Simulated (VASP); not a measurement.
Calculation: PBE GGA, VASP's PBE PAW potentials (set 64) (plane waves; VASP).

Input for VASP

**POSCAR**
```
SiC
1
    1.4886266262    -2.5783766924     0.0000000000
    1.4886266262     2.5783766924     0.0000000000
    0.0000000000     0.0000000000     4.8829628049
Si C
2 2
Direct
  0.6666670000   0.3333330000   0.4996181159
  0.3333330000   0.6666670000   0.9996181159
  0.6666670000   0.3333330000   0.8753818841
  0.3333330000   0.6666670000   0.3753818841
```

### KPOINTS
```
Automatic mesh
0
Gamma
9 9 5
0 0 0
```

**INCAR**
```
# general
SYSTEM =SiC
PREC   =Accurate
ENCUT  =620
LREAL  =.FALSE.   # projection in real space or not
LASPH  =.TRUE.   # aspherical one-centre terms

# electronic loop
EDIFF  =1E-6
NELM   =100
ALGO   =Normal   # blocked Davidson

# smearing
ISMEAR =0   # Gaussian
SIGMA  =0.05   # width (eV)

# functional
GGA    =PE

# ions
IBRION =2   # conjugate gradients
NSW    =40   # most ionic steps
ISIF   =3
EDIFFG =-0.02
PSTRESS=450

# output
LWAVE  =.FALSE.
LCHARG =.FALSE.
```

POTCAR, in this order: Si C (PBE.64 set). Program: vasp_std.

Output

OSZICAR:
```
       N       E                     dE             d eps       ncg     rms          rms(c)
DAV:   1     0.444191397829E+02    0.44419E+02   -0.84571E+03   864   0.138E+03
DAV:   2    -0.306044203542E+02   -0.75024E+02   -0.67912E+02  1232   0.207E+02
DAV:   3    -0.340071182831E+02   -0.34027E+01   -0.33770E+01  1136   0.442E+01
DAV:   4    -0.340432778077E+02   -0.36160E-01   -0.36139E-01  1080   0.531E+00
DAV:   5    -0.340438048319E+02   -0.52702E-03   -0.52694E-03  1128   0.614E-01    0.140E+01
DAV:   6    -0.299122777736E+02    0.41315E+01   -0.11220E+01  1044   0.221E+01    0.640E+00
DAV:   7    -0.297420754638E+02    0.17020E+00   -0.11739E+00  1100   0.735E+00    0.268E+00
DAV:   8    -0.297248378522E+02    0.17238E-01   -0.55771E-02  1028   0.177E+00    0.543E-01
DAV:   9    -0.297241640143E+02    0.67384E-03   -0.59027E-03  1068   0.607E-01    0.130E-01
DAV:  10    -0.297243810590E+02   -0.21704E-03   -0.55746E-04  1040   0.178E-01    0.513E-02
DAV:  11    -0.297243915491E+02   -0.10490E-04   -0.67395E-05  1024   0.686E-02    0.121E-02
DAV:  12    -0.297243925908E+02   -0.10417E-05   -0.35033E-06  1064   0.143E-02    0.243E-03
DAV:  13    -0.297243928542E+02   -0.26344E-06   -0.12994E-07   628   0.325E-03
   1 F= -.19196354E+02 E0= -.19196354E+02  d E =-.191964E+02
       N       E                     dE             d eps       ncg     rms          rms(c)
DAV:   1    -0.283744869986E+02    0.13499E+01   -0.73976E+00   920   0.266E+01    0.372E+00
DAV:   2    -0.282391739951E+02    0.13531E+00   -0.28499E-01  1084   0.438E+00    0.192E+00
DAV:   3    -0.282042397557E+02    0.34934E-01   -0.75004E-02   968   0.198E+00    0.320E-01
DAV:   4    -0.282012142130E+02    0.30255E-02   -0.58390E-03  1048   0.566E-01    0.142E-01
DAV:   5    -0.282007695416E+02    0.44467E-03   -0.35784E-04   988   0.150E-01    0.138E-01
DAV:   6    -0.282007487280E+02    0.20814E-04   -0.35656E-05  1068   0.508E-02    0.610E-02
DAV:   7    -0.282007440577E+02    0.46703E-05   -0.83967E-06  1020   0.202E-02    0.748E-03
DAV:   8    -0.282007438073E+02    0.25042E-06   -0.12587E-07   544   0.335E-03
   2 F= -.18948810E+02 E0= -.18948810E+02  d E =0.247544E+00
       N       E                     dE             d eps       ncg     rms          rms(c)
DAV:   1    -0.294486104644E+02   -0.12479E+01   -0.31237E+00   928   0.165E+01    0.243E+00
DAV:   2    -0.293872640347E+02    0.61346E-01   -0.10329E-01  1084   0.268E+00    0.127E+00
DAV:   3    -0.293715523335E+02    0.15712E-01   -0.39425E-02   976   0.139E+00    0.221E-01
DAV:   4    -0.293700809428E+02    0.14714E-02   -0.48458E-03  1036   0.485E-01    0.915E-02
DAV:   5    -0.293698541420E+02    0.22680E-03   -0.40696E-04  1032   0.150E-01    0.847E-02
DAV:   6    -0.293698221546E+02    0.31987E-04   -0.37434E-05  1032   0.481E-02    0.429E-02
DAV:   7    -0.293698227277E+02   -0.57312E-06   -0.79448E-06  1048   0.193E-02
   3 F= -.19272201E+02 E0= -.19272201E+02  d E =-.758473E-01
       N       E                     dE             d eps       ncg     rms          rms(c)
DAV:   1    -0.293585070017E+02    0.11315E-01   -0.53949E-04   940   0.219E-01    0.324E-02
DAV:   2    -0.293584985203E+02    0.84814E-05   -0.17682E-05  1072   0.348E-02    0.170E-02
DAV:   3    -0.293584971542E+02    0.13661E-05   -0.58261E-06   940   0.170E-02    0.283E-03
DAV:   4    -0.293584971618E+02   -0.75433E-08   -0.56919E-07   456   0.552E-03
   4 F= -.19272265E+02 E0= -.19272265E+02  d E =-.759116E-01
```

File OUTCAR:
```
------------------------ aborting loop because EDIFF is reached ----------------------------------------
  FORCE on cell =-STRESS in cart. coord.  units (eV):
  Direction    XX          YY          ZZ          XY          YZ          ZX
  --------------------------------------------------------------------------------------
  Total       10.1106421     10.1106399     10.0142787      0.0000000     -0.0000000      0.0000000
  in kB      451.0890663    451.0889709    446.7897887      0.0000000     -0.0000000      0.0000000
  external PRESSURE =      -0.3440581 kB  Pullay stress =     450.0000000 kB
  volume of cell :       35.91
      direct lattice vectors                 reciprocal lattice vectors
     1.467632774 -2.542014263 -0.000000000     0.340684679 -0.196694412  0.000000000
     1.467632774  2.542014263  0.000000000     0.340684679  0.196694412 -0.000000000
     0.000000000  0.000000000  4.812842359     0.000000000 -0.000000000  0.207777427
  FREE ENERGIE OF THE ION-ELECTRON SYSTEM (eV)
  ---------------------------------------------------
  free  energy   TOTEN  =       -29.3584971618 eV

  energy  without entropy=      -29.3584971618  energy(sigma->0) =      -29.35849716
  enthalpy is  TOTEN    =       -19.2722652733 eV   P V=       10.0862318884

 reached required accuracy - stopping structural energy minimisation
```
(Selected blocks of OUTCAR.)

**CONTCAR**
```
SiC
   1.00000000000000
     1.4676327744126465   -2.5420142633348428   -0.0000000000000000
     1.4676327744126465    2.5420142633348428    0.0000000000000000
     0.0000000000000000    0.0000000000000000    4.8128423585604931
  Si              C
     2     2
Direct
     0.6666669999999968    0.3333330000000032    0.4996232786703484
     0.3333330000000032    0.6666669999999968    0.9996232786703484
     0.6666669999999968    0.3333330000000032    0.8753767213296516
     0.3333330000000032    0.6666669999999968    0.3753767213296516
```

Energy and stress use the plane-wave basis of the starting cell.

The compound is SiC in the wurtzite structure, the rare 2H polytype. This run relaxes it under an external pressure of 45 GPa. Symmetry was kept, so distortions that lower it aren't found.
